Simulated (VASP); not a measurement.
Calculation: PBE GGA, VASP's PBE PAW potentials (set 64) (plane waves; VASP).

The input files of a VASP run:

**KPOINTS**
```
Automatic
0
Gamma
  18 18 18
0 0 0
```

### INCAR
```
EDIFF  =  1E-5   ! SCF stop (eV)
IBRION  =  2
NELM  =  100   ! most electronic steps
ISMEAR  =  1   ! Methfessel-Paxton
LASPH  =  T   ! aspherical one-centre terms
LMAXMIX  =  6   ! l cut-off of mixed one-centre charges
ENCUT  =  400   ! plane-wave cut-off (eV)
LWAVE  =  F
GGA  =  PE
LREAL  =  F   ! projection in real space or not
PREC  =  Normal
EDIFFG  =  -0.03   ! ionic stop
NELMIN  =  4
ISIF  =  2   ! forces and stress, cell fixed
LCHARG  =  F
SYSTEM  =  W
SIGMA  =  0.1   ! width (eV)
NSW  =  20   ! most ionic steps
ALGO  =  Fast   ! Davidson, then RMM-DIIS
```

POSCAR:
```
W
1
   -1.5935900596     1.5935900596     1.5935900596
    1.5935900596    -1.5935900596     1.5935900596
    1.5935900596     1.5935900596    -1.5935900596
W
1
Direct
  0.0000000000   0.0000000000   0.0000000000
```

POTCAR, in this order: W_sv (PBE.64 set). Program: vasp_std.

The resulting files:

File OSZICAR:
```
       N       E                     dE             d eps       ncg     rms          rms(c)
DAV:   1     0.649899797014E+02    0.64990E+02   -0.68276E+03  4306   0.122E+03
DAV:   2    -0.122933251092E+02   -0.77283E+02   -0.74630E+02  4652   0.294E+02
DAV:   3    -0.135774344435E+02   -0.12841E+01   -0.12737E+01  4919   0.386E+01
DAV:   4    -0.135838922107E+02   -0.64578E-02   -0.64574E-02  4608   0.298E+00
DAV:   5    -0.135839450090E+02   -0.52798E-04   -0.52798E-04  4821   0.270E-01    0.201E+01
RMM:   6    -0.130788857824E+02    0.50506E+00   -0.57052E-01  4293   0.799E+00    0.819E+00
RMM:   7    -0.129517839915E+02    0.12710E+00   -0.44187E-01  4298   0.677E+00    0.889E-01
RMM:   8    -0.129493981848E+02    0.23858E-02   -0.16431E-02  4392   0.145E+00    0.211E-01
RMM:   9    -0.129493503784E+02    0.47806E-04   -0.26760E-03  4308   0.622E-01    0.330E-02
RMM:  10    -0.129493771564E+02   -0.26778E-04   -0.27835E-04  4456   0.229E-01    0.154E-02
RMM:  11    -0.129493755943E+02    0.15621E-05   -0.80741E-05  3825   0.125E-01
   1 F= -.12949376E+02 E0= -.12949193E+02  d E =-.129494E+02
```

### OUTCAR
```
------------------------ aborting loop because EDIFF is reached ----------------------------------------
  FORCE on cell =-STRESS in cart. coord.  units (eV):
  Direction    XX          YY          ZZ          XY          YZ          ZX
  --------------------------------------------------------------------------------------
  Total       -0.0389883     -0.0389883     -0.0389883     -0.0000000      0.0000000      0.0000000
  in kB       -3.8588260     -3.8588260     -3.8588260     -0.0000000      0.0000000      0.0000000
  external PRESSURE =      -3.8588260 kB  Pullay stress =       0.0000000 kB
  volume of cell :       16.19
      direct lattice vectors                 reciprocal lattice vectors
    -1.593590060  1.593590060  1.593590060     0.000000000  0.313756977  0.313756977
     1.593590060 -1.593590060  1.593590060     0.313756977  0.000000000  0.313756977
     1.593590060  1.593590060 -1.593590060     0.313756977  0.313756977  0.000000000
 POSITION                                       TOTAL-FORCE (eV/Angst)
 -----------------------------------------------------------------------------------
      0.00000      0.00000      0.00000        -0.000000     -0.000000     -0.000000
 -----------------------------------------------------------------------------------
    total drift:                               -0.000000     -0.000000      0.000000
  FREE ENERGIE OF THE ION-ELECTRON SYSTEM (eV)
  ---------------------------------------------------
  free  energy   TOTEN  =       -12.9493755943 eV

  energy  without entropy=      -12.9488272851  energy(sigma->0) =      -12.94919282

 reached required accuracy - stopping structural energy minimisation
```
(Selected blocks of OUTCAR.)

The compound is W in the bcc structure. It was relaxed first.
